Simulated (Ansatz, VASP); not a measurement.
# Cu (Cu(100)): VASP beside Ansatz

Aim: how closely do two programs agree when they are given the same cell, functional and k mesh? The cell is taken from a series of runs on this material, whose earlier steps may have relaxed, scaled, displaced or heated it; both programs get it as it stands. Other levels of theory on this material are compared in a session of their own.

Main program and level: Ansatz 0.2.0; plane waves, with VASP 6.6.1 beside it; LDA and RPBE.

## Step 1: Set-up

The cell holds 8 atoms: 8 Cu. Its edges and angles: a = 2.553 Å, b = 2.553 Å, c = 28.635 Å, α = 90.0°, β = 90.0°, γ = 90.0°. Vacuum lies along c.

## Step 2: Ansatz: single point, LDA

Ansatz runs on its default PAW (the set named soft_2) files.

With cell and atoms fixed, the geometry can't cause a difference; cores, projectors, grids and the points listed under the comparison can.

Contents of input.yaml:

```yaml
crystal:
  lattice:
    - [2.5526554801, 0.0, 0.0]
    - [0.0, 2.5526554801, 0.0]
    - [0.0, 0.0, 28.635]
  atoms:
    - { symbol: Cu, position: [0.0, 0.0, 0.2793783831] }
    - { symbol: Cu, position: [0.5, 0.5, 0.3424131308] }
    - { symbol: Cu, position: [0.0, 0.0, 0.4054478785] }
    - { symbol: Cu, position: [0.5, 0.5, 0.4684826262] }
    - { symbol: Cu, position: [0.0, 0.0, 0.5315173738] }
    - { symbol: Cu, position: [0.5, 0.5, 0.5945521215] }
    - { symbol: Cu, position: [0.0, 0.0, 0.6575868692] }
    - { symbol: Cu, position: [0.5, 0.5, 0.7206216169] }
hamiltonian:
  xc: lda
kpoints:
  mp_grid: { grid: [14, 14, 1] }
scf:
  occupations: { method: methfessel_paxton, width: 0.1 }
  convergence: { dr2_threshold: 1.0e-09 }
efield:
  axis: 3
  dipole_correction: true
output:
  write_potential: true
  write_density: true
  volumetric_format: npy
```

Run with:

```console
> ansatz run input.yaml --threads 2 --pin off --max-ram 4096MiB --backend cpu --events-out ev --progress --plain --runs-dir out
```

Numbers of over 12 decimals in the logs are rounded to 6 here.

Log:

```text
Engine: ansatz 0.2.0, x86_64-unknown-linux-gnu
Pseudopotentials: kind: paw
Pseudopotential: Cu, paw, valence charge 19, recommended cutoff 420 eV (normal), Cu.paw.azcp
Functional definition: SPW92
  exchange = slater_x
  correlation = pw_c
Crystal: 8 atoms, lattice volume = 186.587 Å³
Basis set: ecut = 420 eV, 3675 PW (Γ)
Bands: 92, of which v1, the nominal top of the filled ones, is band 76 counted from 1 (75 counted from 0)
Symmetry: 8 space group operations
k-points: 36 of 196
Non-local potential: Cu, projectors of the file, l = 0: 3, l = 1: 2, l = 2: 3, l = 3: 1
PAW form: soft (Blöchl's): semilocal exchange-correlation on the pseudo side does not see the compensation charge
PAW frozen core: Cu, regenerated for the run's functional, and the local potential with it (the file was generated under x = pbe(κ = 0.804, μ = 0.219515), c = pbe(β = 0.066725))
PAW one-centre angular grid: Cu, 590 points (default); XC on 64 Gauss nodes
Initial density: superposition of atomic densities (neutral atoms: chi_scale 0, normalization atom), corrected by the library's trained network
Initial wavefunctions: pseudopotential atomic-orbital guess
Functional: x = slater, c = lda
SCF iter   1: F=—  HF=-52443.864645 eV  |F-HF|=—  |Δ(HF+E_count)|=         —  Δρ=1.74e-2  dr2=3.43e-1  ethr=1.77e-3  p=0.000 e·Å  D=6.53e-13 V/Å  ΔV_dip=-0.00 eV  dr2_dipole=3.99e-8  V_vac-E_F(+/−)=4.78/4.78 eV  ⟨swp⟩=6.8  Hψ=13346  notcnv=0  defer=108
efield: sawtooth ramp at fractional position 0.9500 (placed from the atoms, in the widest stretch of the axis that holds none; the zero of the levels goes with the place), width 0.1000; the density the first Hamiltonian is built on has a dipole p = 0.000 e·Å; the dipole correction subtracts the counter field D = 6.53e-13 V/Å, which shifts the + side's vacuum level by -0.00 eV against the − side's; the planar-averaged density in the ramp window peaks in size at 8.9e-5 e/Å³
preconditioner: auto → LDOS  [metal: Δε(μ)=0.025 eV  Ē_g=8.957 eV  σ=0.100 eV  W_gap=0.21  n_scr=60 (ndim 8)  ℏωp=25.5 eV  f_vac=0.466  D(μ)=3.36/eV (n_scr^D=16)  β→1.0]
SCF iter   2: F=—  HF=-52444.409669 eV  |F-HF|=—  |Δ(HF+E_count)|=   5.45e-1  S|Δr|=    0.00e0  Δρ=4.68e-2  dr2=2.20e0  ethr=2.25e-4  p=-0.000 e·Å  D=-3.33e-5 V/Å  ΔV_dip=0.00 eV  dr2_dipole=7.14e-6  V_vac-E_F(+/−)=4.93/4.93 eV  ⟨swp⟩=3.0  Hψ=8079  notcnv=0  defer=306  recentre
SCF iter   3: F=—  HF=-52443.806171 eV  |F-HF|=—  |Δ(HF+E_count)|=   6.03e-1  S|Δr|=    0.00e0  Δρ=3.58e-3  dr2=1.56e-2  ethr=2.25e-4  p=-0.000 e·Å  D=-7.74e-5 V/Å  ΔV_dip=0.00 eV  dr2_dipole=1.63e-5  V_vac-E_F(+/−)=4.84/4.84 eV  ⟨swp⟩=2.9  Hψ=6894  notcnv=0  defer=314
SCF iter   4: F=—  HF=-52443.804097 eV  |F-HF|=—  |Δ(HF+E_count)|=   2.07e-3  S|Δr|=    0.00e0  Δρ=2.67e-3  dr2=1.01e-2  ethr=1.03e-5  p=0.000 e·Å  D=1.35e-4 V/Å  ΔV_dip=-0.00 eV  dr2_dipole=2.36e-7  V_vac-E_F(+/−)=4.86/4.87 eV  ⟨swp⟩=2.6  Hψ=6390  notcnv=0  defer=312
SCF iter   5: F=—  HF=-52443.802680 eV  |F-HF|=—  |Δ(HF+E_count)|=   1.42e-3  S|Δr|=    0.00e0  Δρ=4.44e-4  dr2=3.14e-4  ethr=6.63e-6  p=-0.000 e·Å  D=-1.65e-5 V/Å  ΔV_dip=0.00 eV  dr2_dipole=2.07e-5  V_vac-E_F(+/−)=4.87/4.87 eV  ⟨swp⟩=2.0  Hψ=4386  notcnv=0  defer=312
SCF iter   6: F=—  HF=-52443.802672 eV  |F-HF|=—  |Δ(HF+E_count)|=   7.77e-6  S|Δr|=    0.00e0  Δρ=1.78e-4  dr2=7.16e-5  ethr=2.07e-7  p=0.000 e·Å  D=8.10e-6 V/Å  ΔV_dip=-0.00 eV  dr2_dipole=3.56e-6  V_vac-E_F(+/−)=4.87/4.87 eV  ⟨swp⟩=2.6  Hψ=4808  notcnv=0  defer=312
SCF iter   7: F=—  HF=-52443.802673 eV  |F-HF|=—  |Δ(HF+E_count)|=   8.02e-7  S|Δr|=    0.00e0  Δρ=8.83e-5  dr2=1.87e-5  ethr=4.71e-8  p=-0.000 e·Å  D=-1.23e-5 V/Å  ΔV_dip=0.00 eV  dr2_dipole=2.30e-6  V_vac-E_F(+/−)=4.88/4.88 eV  ⟨swp⟩=2.1  Hψ=4146  notcnv=0  defer=312
SCF iter   8: F=—  HF=-52443.802683 eV  |F-HF|=—  |Δ(HF+E_count)|=   9.97e-6  S|Δr|=    0.00e0  Δρ=3.14e-5  dr2=3.33e-6  ethr=1.23e-8  p=0.000 e·Å  D=3.65e-6 V/Å  ΔV_dip=-0.00 eV  dr2_dipole=2.65e-7  V_vac-E_F(+/−)=4.88/4.88 eV  ⟨swp⟩=2.0  Hψ=4207  notcnv=0  defer=312
SCF iter   9: F=—  HF=-52443.802664 eV  |F-HF|=—  |Δ(HF+E_count)|=   1.90e-5  S|Δr|=    0.00e0  Δρ=3.36e-5  dr2=1.67e-6  ethr=2.19e-9  p=-0.000 e·Å  D=-4.11e-6 V/Å  ΔV_dip=0.00 eV  dr2_dipole=2.24e-7  V_vac-E_F(+/−)=4.88/4.88 eV  ⟨swp⟩=2.1  Hψ=4741  notcnv=0  defer=312
SCF iter  10: F=—  HF=-52443.802665 eV  |F-HF|=—  |Δ(HF+E_count)|=   3.06e-7  S|Δr|=    0.00e0  Δρ=1.23e-5  dr2=1.96e-7  ethr=1.10e-9  p=-0.000 e·Å  D=-2.90e-7 V/Å  ΔV_dip=0.00 eV  dr2_dipole=3.79e-9  V_vac-E_F(+/−)=4.88/4.88 eV  ⟨swp⟩=2.0  Hψ=4690  notcnv=0  defer=312
SCF iter  11: F=—  HF=-52443.802665 eV  |F-HF|=—  |Δ(HF+E_count)|=   3.57e-8  S|Δr|=    0.00e0  Δρ=6.03e-6  dr2=7.07e-8  ethr=1.29e-10  p=-0.000 e·Å  D=-6.46e-7 V/Å  ΔV_dip=0.00 eV  dr2_dipole=4.92e-9  V_vac-E_F(+/−)=4.88/4.88 eV  ⟨swp⟩=3.2  Hψ=5774  notcnv=0  defer=312
SCF iter  12: F=—  HF=-52443.802665 eV  |F-HF|=—  |Δ(HF+E_count)|=  8.59e-10  S|Δr|=    0.00e0  Δρ=2.71e-6  dr2=2.05e-8  ethr=4.65e-11  p=-0.000 e·Å  D=-4.78e-7 V/Å  ΔV_dip=0.00 eV  dr2_dipole=9.31e-10  V_vac-E_F(+/−)=4.88/4.88 eV  ⟨swp⟩=1.9  Hψ=3616  notcnv=0  defer=312
SCF iter  13: F=—  HF=-52443.802665 eV  |F-HF|=—  |Δ(HF+E_count)|=   2.58e-8  S|Δr|=    0.00e0  Δρ=1.26e-6  dr2=2.27e-9  ethr=1.35e-11  p=-0.000 e·Å  D=-1.36e-7 V/Å  ΔV_dip=0.00 eV  dr2_dipole=1.40e-11  V_vac-E_F(+/−)=4.88/4.88 eV  ⟨swp⟩=2.1  Hψ=4304  notcnv=0  defer=312
SCF iter  14: F=-52443.802665 eV  HF=-52443.802665 eV  |F-HF|=1.02e-10  |Δ(HF+E_count)|=  9.75e-10  S|Δr|=    0.00e0  Δρ=6.81e-7  dr2=6.65e-10  ethr=1.00e-12  p=-0.000 e·Å  D=-1.79e-8 V/Å  ΔV_dip=0.00 eV  dr2_dipole=6.62e-11  V_vac-E_F(+/−)=4.88/4.88 eV  ⟨swp⟩=12.3  Hψ=13462  notcnv=0
SCF 1 converged in 14 iterations: F = -52443.802665 eV  dr2 = 6.65e-10
  greatest PAW one-centre occupation: 1.000 electrons in one spin orbital (limit 2), on the Cu atom at site 7 (counted from 0), in its partial waves of l = 0
WARN: The output density's exchange-correlation potential varies sharply where the density is thin. Do not read a vacuum level from v_tot or v_xc, or from such a field of the output density. On a cell that repeats whose density bears no net charge and no dipole along the vacuum's axis use v_es (v_loc + v_h of the components); under efield.dipole_correction with no amplitude use v_es + v_field, which holds any externa [...]
SCF converged after 14 iterations
Stability not checked: this state was not tested for a lower state beside it, because cold or Methfessel-Paxton smearing, or corrected tetrahedra, fill the levels in a way that the test cannot read (fill_not_monotonic; see scf.lower_state_search)
Free energy (F): -52443.802665 eV
Harris-Foulkes:  -52443.802665 eV  (|F-HF|=1.02e-10)
Internal energy: -52443.800864 eV  (E = F + TS)
E sigma→0 (E₀):  -52443.802214 eV
Entropy (-TS):   -0.001800 eV (-0.225 meV/atom)
Fermi energy:    5.877121 eV
Dipole field:    D = 0.000011 V/Å  (p = 0.000012 e·Å, saw-weighted, corrected)
Work function:   Φ+ = 4.8824 eV   Φ− = 4.8827 eV
Levels:          The Fermi level and band energies are counted from a zero that moves with the ramp; work functions are not
--- Per-component energies (eV) ---
  E_band       = -4479.166700
  E_kinetic    = 2402.271738
  E_local      = -413164.534039  (includes V_loc(G=0)·N_el)
  E_nonlocal   = 3159.942937
  E_hartree    = 203835.824686
  E_xc         = -709.307871
  E_vxc        = -919.875454  (∫ρ·V_xc dr)
  E_paw        = -12752.530805  (= ΣΔE_a)
  E_vpaw       = -3628.627320  (= ΣTr[D̂ρ^β])
  E_aug_tail   = 0.001676  (compensation charges beyond the density's cutoff)
  E_efield     = 0.000000  (sawtooth field / dipole correction)
  E_vefield    = 0.000000  (∫n·V_field dr)
  E_ewald      = 164780.933533
  E_core_change = 3.597281  (= ΣΔE_core)
  E_smearing   = -0.001800  (= −TS)
  E_closure    = -0.000000  (closes the sum)
  Σ components = -52443.802665   (vs F -52443.802665, Δ=0.00e0)
--- Band table (eV; the first three rows and the last of 36) ---
  k-point 0: bands = [... 72 lower, 4.3773, 4.3773, 4.4414, 4.4414, 4.4577, 4.4580, 5.0930, 6.3900, ... 12 higher]
  k-point 1: bands = [... 72 lower, 4.2826, 4.3846, 4.3903, 4.3953, 4.4456, 4.4665, 5.3900, 6.6417, ... 12 higher]
  k-point 2: bands = [... 72 lower, 4.2840, 4.3361, 4.3465, 4.4440, 4.4477, 4.8285, 5.9692, 7.2536, ... 12 higher]
  k-point 35: bands = [... 72 lower, 7.7145, 7.7145, 8.6185, 8.6185, 9.8309, 9.8309, 11.2445, 11.2445, ... 12 higher]
```

## Step 3: VASP: single point, LDA

The same cell, functional (in two slightly different forms), mesh and smearing now go to VASP, with its own data sets.

Lines of VASP's logs that name or quote its potential files are left out, and so is its time.

Contents of INCAR:

```
SYSTEM = Cu
PREC = Accurate
ENCUT = 520
EDIFF = 1E-06
NELM = 120
ISMEAR = 1
SIGMA = 0.1
LREAL = .FALSE.
ALGO = Normal
GGA = PW92
NBANDS = 54
LASPH = .TRUE.
LORBIT = 11
LWAVE = .FALSE.
LCHARG = .FALSE.
ISIF = 2
LDIPOL = .TRUE.
IDIPOL = 3
DIPOL = 0.5 0.5 0.5
LVHAR = .TRUE.
GGA_COMPAT = .FALSE.
NELMDL = -8
KPAR = 2
```

Contents of POSCAR:

```
Cu
1.0
    2.5526554801      0.0000000000      0.0000000000
    0.0000000000      2.5526554801      0.0000000000
    0.0000000000      0.0000000000     28.6350000000
Cu
8
Direct
    0.0000000000      0.0000000000      0.2793783831
    0.5000000000      0.5000000000      0.3424131308
    0.0000000000      0.0000000000      0.4054478785
    0.5000000000      0.5000000000      0.4684826262
    0.0000000000      0.0000000000      0.5315173738
    0.5000000000      0.5000000000      0.5945521215
    0.0000000000      0.0000000000      0.6575868692
    0.5000000000      0.5000000000      0.7206216169
```

Contents of KPOINTS:

```
Automatic mesh
0
Gamma
14 14 1
0 0 0
```

PAW data sets: Cu (LDA family, release 64).

Run with:

```console
> mpirun -np 2 vasp_std
```

Log:

```text
[banner, memory and clock lines left out]
running    2 mpi-ranks, on    1 nodes
 distrk:  each k-point on    1 cores,    2 groups
 distr:  one band on    1 cores,    1 groups

 POSCAR found type information on POSCAR Cu
 POSCAR found :  1 types and       8 ions
|                                                                             |
|               ----> ADVICE to this user running VASP <----                  |
|                                                                             |
|     You enforced a specific xc type in the INCAR file but a different       |
|     [... a line on the potential file left out ...]
|     I HOPE YOU KNOW WHAT YOU ARE DOING!                                     |
|                                                                             |

 LDA part: xc-table for (Slater(with rela. corr.)+PW92), standard interpolation
 POSCAR, INCAR and KPOINTS ok, starting setup
 FFT: planning ... GRIDC
 FFT: planning ... GRID_SOFT
 FFT: planning ... GRID
 WAVECAR not read
 entering main loop
       N       E                     dE             d eps       ncg     rms          rms(c)
DAV:   1     0.820753369641E+03    0.82075E+03   -0.38955E+04  3888   0.240E+03
DAV:   2     0.700185511874E+02   -0.75073E+03   -0.73005E+03  3888   0.462E+02
DAV:   3    -0.383859025825E+02   -0.10840E+03   -0.10138E+03  4038   0.227E+02
DAV:   4    -0.429149953363E+02   -0.45291E+01   -0.44860E+01  4276   0.644E+01
DAV:   5    -0.430228632088E+02   -0.10787E+00   -0.10780E+00  4556   0.831E+00
DAV:   6    -0.430275655200E+02   -0.47023E-02   -0.47018E-02  5038   0.140E+00
DAV:   7    -0.430277986427E+02   -0.23312E-03   -0.23312E-03  5516   0.266E-01
DAV:   8    -0.430278020794E+02   -0.34367E-05   -0.34366E-05  4542   0.287E-02    0.217E+01
DAV:   9    -0.389740354304E+02    0.40538E+01   -0.83049E+01  4218   0.139E+02    0.116E+01
DAV:  10    -0.358634862972E+02    0.31105E+01   -0.19141E+01  4570   0.948E+01    0.393E+00
DAV:  11    -0.357408711879E+02    0.12262E+00   -0.52162E+00  5360   0.575E+01    0.120E+00
DAV:  12    -0.357575227495E+02   -0.16652E-01   -0.10299E+00  5670   0.237E+01    0.175E+00
DAV:  13    -0.357547593301E+02    0.27634E-02   -0.50257E-01  4366   0.170E+01    0.126E+00
DAV:  14    -0.357348955659E+02    0.19864E-01   -0.11286E-01  4824   0.425E+00    0.421E-01
[...]
DAV:  23    -0.357314211127E+02   -0.12883E-04   -0.69607E-06  4160   0.657E-02    0.415E-03
DAV:  24    -0.357314347695E+02   -0.13657E-04   -0.32634E-06  3258   0.399E-02    0.202E-03
DAV:  25    -0.357314396271E+02   -0.48576E-05   -0.10049E-06  2698   0.186E-02    0.118E-03
DAV:  26    -0.357314449684E+02   -0.53412E-05   -0.81957E-07  2570   0.136E-02    0.132E-03
DAV:  27    -0.357314497191E+02   -0.47507E-05   -0.87534E-07  2378   0.219E-02    0.184E-03
DAV:  28    -0.357314517546E+02   -0.20355E-05   -0.25329E-07  2464   0.123E-02    0.419E-04
DAV:  29    -0.357314530149E+02   -0.12603E-05   -0.91144E-08  2398   0.390E-03    0.272E-04
DAV:  30    -0.357314534927E+02   -0.47776E-06   -0.41174E-08  2340   0.308E-03
   1 F= -.35731453E+02 E0= -.35730865E+02  d E =-.176678E-02
```

From OUTCAR (step 3):

```text
ion  position               nearest neighbor table
   1  0.000  0.000  0.279-   2 2.55   2 2.55   2 2.55   2 2.55
   2  0.500  0.500  0.342-   1 2.55   1 2.55   1 2.55   1 2.55   3 2.55   3 2.55   3 2.55   3 2.55

  LATTYP: Found a simple tetragonal cell.
 ALAT       =     2.5526554801
 C/A-ratio  =    11.2177300161

 Subroutine GETGRP returns: Found 16 space group operations
 (whereof  8 operations were pure point group operations)

The static configuration has the point symmetry C_4v.
 The point group associated with its full space group is D_4h.

 Found     36 irreducible k-points:

   k-points           NKPTS =     36   k-points in BZ     NKDIM =     36   number of bands    NBANDS=     54

   dimension x,y,z NGX =    20 NGY =   20 NGZ =  216
   dimension x,y,z NGXF=    40 NGYF=   40 NGZF=  432

   ENCUT  =  520.0 eV  38.22 Ry    6.18 a.u.   4.75  4.75 53.24*2*pi/ulx,y,z

   NELECT =      88.0000    total number of electrons

 k-points in reciprocal lattice and weights: Automatic mesh
   0.00000000  0.00000000  0.00000000       0.005
   0.07142857  0.00000000  0.00000000       0.020
   0.14285714  0.00000000  0.00000000       0.020
   0.21428571  0.00000000  0.00000000       0.020
   0.28571429  0.00000000  0.00000000       0.020
   0.35714286  0.00000000  0.00000000       0.020
   0.42857143  0.00000000  0.00000000       0.020
   0.50000000  0.00000000  0.00000000       0.010
   0.07142857  0.07142857  0.00000000       0.020
[...]
0.50000000  0.42857143  0.00000000       0.020
   0.50000000  0.50000000  0.00000000       0.005

 dipolmoment           0.000000      0.000000      0.000000 electrons x Angstroem

 average (electrostatic) potential at core
       1 -70.1658       2 -70.5937       3 -70.5752       4 -70.5722       5 -70.5722
       6 -70.5752       7 -70.5937       8 -70.1658

 E-fermi :   1.3382

 k-point     1 :       0.0000    0.0000    0.0000
  band No.  band energies     occupation
    ...
     43      -0.1446      2.00000
     44      -0.1446      2.00000
     45      -0.1291      2.00000
     46      -0.1288      2.00000
     47       0.5768      2.00000
     48       1.8729     -0.00000
     49       2.6538     -0.00000
     50       5.9789      0.00000
     51       6.1508      0.00000
     52       7.0930      0.00000
    ...

 k-point     2 :       0.0714    0.0000    0.0000
  band No.  band energies     occupation
    ...
     43      -0.1906      2.00000
     44      -0.1687      2.00000
     45      -0.1410      2.00000
     46      -0.1201      2.00000
     47       0.8630      2.00000
     48       2.1197     -0.00000
     49       2.9369     -0.00000
     50       6.0990      0.00000
     51       6.2654      0.00000
     52       7.2111      0.00000
    ...

 k-point     3 :       0.1429    0.0000    0.0000
  band No.  band energies     occupation
    ...
     42      -0.2492      2.00000
     43      -0.2387      2.00000
     44      -0.1424      2.00000
     45      -0.1387      2.00000
     46       0.2780      2.00000
     47       1.4363     -0.04613
     48       2.7253     -0.00000
     49       3.6472      0.00000
     50       6.4596      0.00000
     51       6.6070      0.00000
    ...

  Total       -8.0283087     -8.0283087     -6.8786506      0.0000000      0.0000000      0.0000000
  in kB      -68.9371066    -68.9371066    -59.0652760      0.0000000      0.0000000      0.0000000
  external PRESSURE =     -65.6464964 kB  Pullay stress =       0.0000000 kB

  energy-cutoff  :      520.00
  volume of cell :      186.59
      direct lattice vectors                 reciprocal lattice vectors
     2.552655480  0.000000000  0.000000000     0.391748909  0.000000000  0.000000000
     0.000000000  2.552655480  0.000000000     0.000000000  0.391748909  0.000000000
     0.000000000  0.000000000 28.635000000     0.000000000  0.000000000  0.034922298

 POSITION                                       TOTAL-FORCE (eV/Angst)
 -----------------------------------------------------------------------------------
      0.00000      0.00000      8.00000         0.000000     -0.000000      0.691568
      1.27633      1.27633      9.80500        -0.000000     -0.000000     -0.224223
      0.00000      0.00000     11.61000         0.000000     -0.000000      0.022950
      1.27633      1.27633     13.41500         0.000000      0.000000      0.004807
      0.00000      0.00000     15.22000        -0.000000     -0.000000     -0.004807
      1.27633      1.27633     17.02500         0.000000      0.000000     -0.022950
      0.00000      0.00000     18.83000         0.000000      0.000000      0.224223
      1.27633      1.27633     20.63500        -0.000000     -0.000000     -0.691568
 -----------------------------------------------------------------------------------
    total drift:                               -0.000000      0.000000      0.000000

  FREE ENERGIE OF THE ION-ELECTRON SYSTEM (eV)
  ---------------------------------------------------
  free  energy   TOTEN  =       -35.7314534927 eV

  energy  without entropy=      -35.7296867089  energy(sigma->0) =      -35.73086456

 vacuum level on the upper side and lower side of the slab         6.194         6.194

 total charge
# of ion       s       p       d       tot
------------------------------------------
    1        0.446   0.259   9.215   9.920
    2        0.448   0.381   9.180  10.010
    3        0.452   0.388   9.178  10.017
    4        0.454   0.385   9.178  10.018
    5        0.454   0.385   9.178  10.018
    6        0.452   0.388   9.178  10.017
    7        0.448   0.381   9.180  10.010
    8        0.446   0.259   9.215   9.920
--------------------------------------------------
tot          3.600   2.827  73.502  79.929

[... 3 further parts left out ...]
```

## Step 4: Differences

Known differences besides the potentials themselves: the data sets hold 152 valence electrons in Ansatz (on its default PAW (the set named soft_2) files) and 88 in VASP; the cutoff is 420 eV in Ansatz and 520 eV in VASP; VASP's log shows a relativistic correction to its local exchange, Ansatz's none. Total energies have different zeros and are not compared.

The two programs side by side:

```csv
quantity,Ansatz,VASP,difference
"work function, lower of the two faces (eV)",4.88,4.86,+0.03
"work function, higher of the two faces (eV)",4.88,4.86,+0.03
```

Where the cell holds vacuum, a pressure given here is an average over it and none of the material.

(Part 1 of 2 ends here.)

[Lines on the potential files, build, host, timing and source positions are cut from VASP's logs without a mark.]

[Logs are printed without paths, hosts, clocks, repeated set-up lines and the standing remarks that a program may print on its own settings, such as how far it seeks lower states.]

[Hosts, paths, dates, database ids (printed as entryN), source tags and the programs' standing remarks are cut or masked in the printed files.]
